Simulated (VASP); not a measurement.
Data:

```
CELL_PARAMETERS angstrom
      0.00000     2.48214     2.48214
      2.48214     0.00000     2.48214
      2.48214     2.48214     0.00000
ATOMIC_POSITIONS crystal
  Zr 0.00000 0.00000 0.00000
  O  0.25000 0.25000 0.25000
  O  0.75000 0.75000 0.75000
```

The numbers are results of AM05 GGA, VASP's PBE PAW potentials (set 64) (plane waves; VASP), not measurements. Numerical set-up: 520 eV cut-off, 8×8×8 Γ-centred mesh, Gaussian smearing of 0.050 eV, potentials Zr_sv O.

Q: Estimate the energy per atom (σ→0), pressure, band gap (on the k-mesh) with the smallest direct gap where there is one.

A: 
| Property | Value |
|---|---|
| band gap (on the k-mesh) | 3.48 eV |
| smallest direct gap (on the k-mesh) | 4.01 eV |
| energy per atom (σ→0) | -9.703 eV/atom |
| pressure | 17.64 GPa |

Only differences to runs with the same potentials and settings are physical.

The compound is ZrO2 in the fluorite structure, the high-temperature cubic form, which is unstable at 0 K; the monoclinic form is the stable one. This cell is one point of a volume scan, at 0.94 of the reference volume.
